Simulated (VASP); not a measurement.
```xyz
5
Lattice="4.2606 0.0000 0.0000 0.0000 4.2606 0.0000 0.0000 0.0000 4.2606" Properties=species:S:1:pos:R:3 pbc="T T T"
Ba     0.0000     0.0000     0.0000
Zr     2.1303     2.1303     2.1303
O      2.1303     0.0000     2.1303
O      0.0000     2.1303     2.1303
O      2.1303     2.1303     0.0000
```

Computed with PBE GGA with D3 dispersion (zero damping), VASP's PBE PAW potentials (set 64) (plane waves; VASP). Settings: 520 eV cut-off, 5×5×5 Γ-centred mesh, Gaussian smearing of 0.050 eV, potentials Ba_sv Zr_sv O.

Task: Predict the energy per atom (σ→0), pressure.

Result: 
```yaml
energy per atom (σ→0): -8499 meV/atom
pressure: -4.30 GPa
```

The absolute energy has meaning only against runs of the same code, potentials and settings.

The compound is BaZrO3 in the cubic perovskite structure. This cell is one point of a volume scan, at 1.03 of the reference volume.
